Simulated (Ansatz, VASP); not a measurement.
# ZnSe (Stilleite) in two plane-wave programs

Aim: how closely do two programs agree when they are given the same cell, functional and k mesh? The cell is taken from a series of runs on this material, whose earlier steps may have relaxed, scaled, displaced or heated it; both programs get it as it stands.

Method: plane waves, with VASP 6.6.1 beside it; zone-centre phonons at LDA, in Ansatz 0.2.0.

## 1. Starting point

Symmetry: F-43m, No. 216, cubic system. Conventional cell: a = 5.530 Å, b = 5.530 Å, c = 5.530 Å, α = 90.00°, β = 90.00°, γ = 90.00°. Nearest to Zn lie 4 Se at 2.39 Å. Nearest to Se lie 4 Zn at 2.39 Å. Farther neighbours and most contacts between anions are not listed.

## 2. Ansatz: zone-centre phonons, LDA, pair 1

Ansatz runs on its PAW soft_1 files.

Second derivatives magnify differences that forces hide, and they need a tight electronic threshold.

Contents of input.yaml:

```yaml
crystal:
  lattice:
    - [0.0, 2.7649924791, 2.7649924791]
    - [2.7649924791, 0.0, 2.7649924791]
    - [2.7649924791, 2.7649924791, 0.0]
  atoms:
    - { symbol: Zn, position: [0.0, 0.0, 0.0] }
    - { symbol: Se, position: [0.75, 0.75, 0.75] }
kpoints:
  mp_grid: { grid: [12, 12, 12] }
hamiltonian:
  xc: lda
  pseudopotentials: { kind: paw, azcp: { folder: soft_1 }, xc_functional: pbe }
scf:
  occupations: { method: fixed }
output:
  eigenvalues: true
phonons:
  method: dfpt
  dielectric: true
  rigid_motions: translations
```

On the command line:

```bash
$ ansatz run input.yaml --threads 4 --pin off --max-ram 10240MiB --backend cpu --events-out ev --progress --plain --runs-dir out
```

Numbers of over 12 decimals in the logs are rounded to 6 here.

Log:

```text
Engine: ansatz 0.2.0, x86_64-unknown-linux-gnu
Pseudopotentials: kind: paw
Pseudopotential: Zn, paw, valence charge 12, recommended cutoff 420 eV (normal), soft_1/Zn.paw.azcp
Pseudopotential: Se, paw, valence charge 16, recommended cutoff 420 eV (normal), soft_1/Se.paw.azcp
Functional definition: SPW92
  exchange = slater_x
  correlation = pw_c
Crystal: 2 atoms, lattice volume = 42.278 Å³
Basis set: ecut = 420 eV, 869 PW (Γ), exchange–correlation on 54×54×54 points (8 copies of the dense FFT grid, shifted against one another)
Bands: 18, of which v1, the nominal top of the filled ones, is band 14 counted from 1 (13 counted from 0)
Symmetry: 24 space group operations
k-points: 280 of 1728 (irreducible under 4 space group operations, time reversal used)
Non-local potential: Zn, projectors of the file, l = 0: 2, l = 1: 2, l = 2: 3, l = 3: 1
Non-local potential: Se, projectors of the file, l = 0: 2, l = 1: 2, l = 2: 3, l = 3: 1
PAW form: soft (Blöchl's): semilocal exchange-correlation on the pseudo side does not see the compensation charge
PAW frozen core: Zn, regenerated for the run's functional, and the local potential with it (the file was generated under x = pbe(κ = 0.804, μ = 0.219515), c = pbe(β = 0.066725))
PAW frozen core: Se, regenerated for the run's functional, and the local potential with it (the file was generated under x = pbe(κ = 0.804, μ = 0.219515), c = pbe(β = 0.066725))
PAW one-centre angular grid: Zn, 590 points (default); XC on 64 Gauss nodes
PAW one-centre angular grid: Se, 590 points (default); XC on 64 Gauss nodes
Initial density: superposition of atomic densities (chi_scale 0.1, normalization cell, long waves kept (reshape's long-wave potential 0.00 eV rms))
Initial wavefunctions: pseudopotential atomic-orbital guess
Functional: x = slater, c = lda
SCF iter   1: F=—  HF=-8631.196543 eV  |F-HF|=—  |Δ(HF+E_count)|=         —  Δρ=5.98e-2  dr2=9.65e-1  ethr=3.10e-3  ⟨swp⟩=4.3  Hψ=24198  notcnv=0  defer=443
preconditioner: auto → none  [insulator: Δε(μ)=1.338 eV  Ē_g=13.124 eV  n_scr=14 (ndim 8)  ℏωp=24.2 eV  f_vac=0.030  ε∞_Penn≈4.4]
SCF iter   2: F=—  HF=-8630.948942 eV  |F-HF|=—  |Δ(HF+E_count)|=   2.48e-1  Δρ=2.72e-2  dr2=1.88e-1  ethr=3.10e-3  ⟨swp⟩=3.0  Hψ=11095  notcnv=0  defer=515
SCF iter   3: F=—  HF=-8630.865363 eV  |F-HF|=—  |Δ(HF+E_count)|=   8.36e-2  Δρ=1.19e-2  dr2=3.13e-2  ethr=6.73e-4  ⟨swp⟩=2.0  Hψ=10069  notcnv=0  defer=525
SCF iter   4: F=—  HF=-8630.857140 eV  |F-HF|=—  |Δ(HF+E_count)|=   8.22e-3  Δρ=2.74e-3  dr2=1.72e-3  ethr=1.12e-4  ⟨swp⟩=2.4  Hψ=9786  notcnv=0  defer=544
SCF iter   5: F=—  HF=-8630.857462 eV  |F-HF|=—  |Δ(HF+E_count)|=   3.22e-4  Δρ=9.76e-4  dr2=2.85e-4  ethr=6.15e-6  ⟨swp⟩=2.1  Hψ=8608  notcnv=0  defer=550
SCF iter   6: F=—  HF=-8630.857502 eV  |F-HF|=—  |Δ(HF+E_count)|=   3.97e-5  Δρ=6.02e-5  dr2=1.05e-6  ethr=1.02e-6  ⟨swp⟩=2.0  Hψ=9530  notcnv=0  defer=547
SCF iter   7: F=—  HF=-8630.857501 eV  |F-HF|=—  |Δ(HF+E_count)|=   9.27e-7  Δρ=1.86e-5  dr2=1.69e-7  ethr=3.77e-9  ⟨swp⟩=2.0  Hψ=8964  notcnv=0  defer=70
SCF iter   8: F=—  HF=-8630.857501 eV  |F-HF|=—  |Δ(HF+E_count)|=   7.21e-8  Δρ=7.86e-6  dr2=1.32e-8  ethr=6.02e-10  ⟨swp⟩=2.0  Hψ=8864  notcnv=0  defer=70
SCF iter   9: F=—  HF=-8630.857501 eV  |F-HF|=—  |Δ(HF+E_count)|=   2.91e-9  Δρ=8.60e-7  dr2=1.74e-10  ethr=4.72e-11  ⟨swp⟩=2.0  Hψ=6564  notcnv=0  defer=66
SCF iter  10: F=-8630.857501 eV  HF=-8630.857501 eV  |F-HF|=1.82e-12  |Δ(HF+E_count)|=  7.28e-11  Δρ=8.38e-8  dr2=9.61e-13  ethr=1.00e-12  ⟨swp⟩=8.0  Hψ=31958  notcnv=0
SCF 1 converged in 10 iterations: F = -8630.857501 eV  dr2 = 9.61e-13
  greatest PAW one-centre occupation: 1.000 electrons in one spin orbital (limit 2), on the Se atom at site 1 (counted from 0), in its partial waves of l = 2
NSCF: frozen V_eff on 1 k-points
DFPT response loops at Γ: preconditioner auto → none (the input reference at scf.mixing.eps_inf says where Resta's filter doesn't serve); β = 0.50; Broyden in place of MSR1
── the response to a field inside a basis, on 14×14×14 k-points: an SCF that follows is theirs, and a resumed run solves both again ──
Bands: 15, of which v1, the nominal top of the filled ones, is band 14 counted from 1 (13 counted from 0)
k-points: 280
Initial density: handed on by an earlier stage of this run
Initial wavefunctions: pseudopotential atomic-orbital guess (no wavefunctions were taken with the density)
Eigensolver: Dense (280 Hₖ)
SCF iter   1: F=—  HF=-8630.856129 eV  |F-HF|=—  |Δ(HF+E_count)|=         —  Δρ=1.42e-4  dr2=2.64e-6  ethr=1.00e-1
preconditioner: auto → none  [insulator: Δε(μ)=1.430 eV  Ē_g=9.801 eV  n_scr=14 (ndim 8)  ℏωp=24.2 eV  f_vac=0.087  ε∞_Penn≈7.1]
SCF iter   2: F=—  HF=-8630.856128 eV  |F-HF|=—  |Δ(HF+E_count)|=   1.45e-6  Δρ=1.57e-4  dr2=4.47e-6  ethr=9.43e-9
SCF iter   3: F=—  HF=-8630.856129 eV  |F-HF|=—  |Δ(HF+E_count)|=   1.37e-6  Δρ=1.13e-4  dr2=3.12e-6  ethr=9.43e-9
SCF iter   4: F=-8630.856127 eV  HF=-8630.856127 eV  |F-HF|=1.83e-8  |Δ(HF+E_count)|=   1.66e-6  Δρ=1.12e-5  dr2=2.76e-8  ethr=9.43e-9
SCF 1 converged in 4 iterations: F = -8630.856127 eV  dr2 = 2.76e-8
DFPT response loops at Γ: mixed as the last ones told, above
WARN: field response: ε∞ stands inside a basis, on 14×14×14 points; the force constants stand on the 12×12×12 k-mesh, whose period is 12.42 times the interband length at k = (0.0000, 0.0000, 0.0000), direct gap 1.331 eV, under 14: take them and everything formed from them as unconverged, and compare with a denser kpoints.mp_grid
SCF converged after 10 iterations
Free energy (F): -8630.857501 eV
Harris-Foulkes:  -8630.857501 eV  (|F-HF|=1.82e-12)
Internal energy: -8630.857501 eV  (E = F + TS)
E sigma→0 (E₀):  -8630.857501 eV
Fermi energy:    7.248812 eV
--- Per-component energies (eV) ---
  E_band       = -378.235552
  E_kinetic    = 261.339869
  E_local      = -4737.841210  (includes V_loc(G=0)·N_el)
  E_nonlocal   = 471.619342
  E_hartree    = 2193.395363
  E_xc         = -163.458523
  E_vxc        = -143.425402  (∫ρ·V_xc dr)
  E_paw        = -3871.031983  (= ΣΔE_a)
  E_vpaw       = -616.718210  (= ΣTr[D̂ρ^β])
  E_aug_tail   = -0.000682  (compensation charges beyond the density's cutoff)
  E_ewald      = -2788.654180
  E_core_change = 3.774503  (= ΣΔE_core)
  E_smearing   = -0.000000  (= −TS)
  E_closure    = 0.000000  (closes the sum)
  Σ components = -8630.857501   (vs F -8630.857501, Δ=0.00e0)
--- Band table (eV; the first three rows and the last of 280) ---
  k-point 0: bands = [... 10 lower, 0.7270, 7.2488, 7.2488, 7.2488, 8.5802, 12.9361, 12.9361, 12.9361]
  k-point 1: bands = [... 10 lower, 0.7260, 6.4410, 7.1662, 7.1662, 9.2192, 12.8781, 13.0714, 13.0714]
  k-point 2: bands = [... 10 lower, 0.7246, 5.1831, 6.9570, 6.9570, 9.8550, 13.0743, 13.3791, 13.3791]
  k-point 279: bands = [... 10 lower, 1.0912, 2.1276, 4.1359, 4.1873, 12.5969, 13.0280, 14.2221, 14.8072]
--- Phonons (Γ-DFPT): 2 representative perturbations + reference, on 280 of 1728 k-points (Σ response iterations 7) ---
  k mesh reduced under 4 symmetry operations, with k and −k counted as one. Each operation leaves every solved perturbation unchanged. A smaller set is not considered because the run solves the response to a homogeneous field
  ASR residual: 7.300e-5 → 0.000e0 eV/Å²; symmetrization residual: 4.660e-6 eV/Å²
  ASR residual per site (eV/Å²): 3.97e-5 7.30e-5
  Γ frequencies (cm⁻¹): 0.00 0.00 0.00 225.34 225.34 225.34
  ε∞ (high-frequency dielectric tensor):
        7.451618     0.000000    -0.000000
        0.000000     7.451618     0.000000
       -0.000000     0.000000     7.451618
  ε⁰ (static dielectric tensor: ions relaxed, cell fixed):
        9.854183     0.000000    -0.000000
        0.000000     9.854183     0.000000
       -0.000000     0.000000     9.854183
  ε⁰ − ε∞ (ionic part):
        2.402565     0.000000     0.000000
        0.000000     2.402565     0.000000
        0.000000     0.000000     2.402565
  softest optical mode at Γ: 225.34 cm⁻¹; the repairs (sum rule, projections) moved no ω² at Γ by more than (0.61 cm⁻¹)²
  Born effective charges Z* (e; rows j = field, columns β = displacement):
    site 0:
         1.93631    0.00000   -0.00000
        -0.00000    1.93631   -0.00000
         0.00000   -0.00000    1.93631
    site 1:
        -1.93631   -0.00000    0.00000
         0.00000   -1.93631    0.00000
        -0.00000    0.00000   -1.93631
  Z* charge neutrality: 3.037e-4 e pre-enforcement
  solved inside a basis spanned on kpoints, on 14×14×14 k-points transformed towards the longest dipole: ε∞ is read to err by 2.0e-2, Z* by 1.7e-2 e (field_mesh: kpoints solves on kpoints); Z* is corrected for what the basis lacks
  optical modes at Γ without the LO–TO term, one row a degenerate level:
      ω (cm⁻¹)  modes    IR ((D/Å)²/amu)
        225.34      3             7.2550
  optical modes at Γ + LO–TO along q̂ = [1.0000, 0.0000, 0.0000]:
      ω (cm⁻¹)  modes    IR ((D/Å)²/amu)
        225.34      2             4.8367
        259.14      1             2.4183
  optical modes at Γ + LO–TO along q̂ = [0.0000, 1.0000, 0.0000]:
      ω (cm⁻¹)  modes    IR ((D/Å)²/amu)
        225.34      2             4.8367
        259.14      1             2.4183
  optical modes at Γ + LO–TO along q̂ = [0.0000, 0.0000, 1.0000]:
      ω (cm⁻¹)  modes    IR ((D/Å)²/amu)
        225.34      2             4.8367
        259.14      1             2.4183
```

(Continued in part 2 of 3.)

[Lines on the potential files, build, host, timing and source positions are cut from VASP's logs without a mark.]

[Logs are printed without paths, hosts, clocks, repeated set-up lines and the standing remarks that a program may print on its own settings, such as how far it seeks lower states.]

[Hosts, paths, dates, database ids (printed as entryN), source tags and the programs' standing remarks are cut or masked in the printed files.]
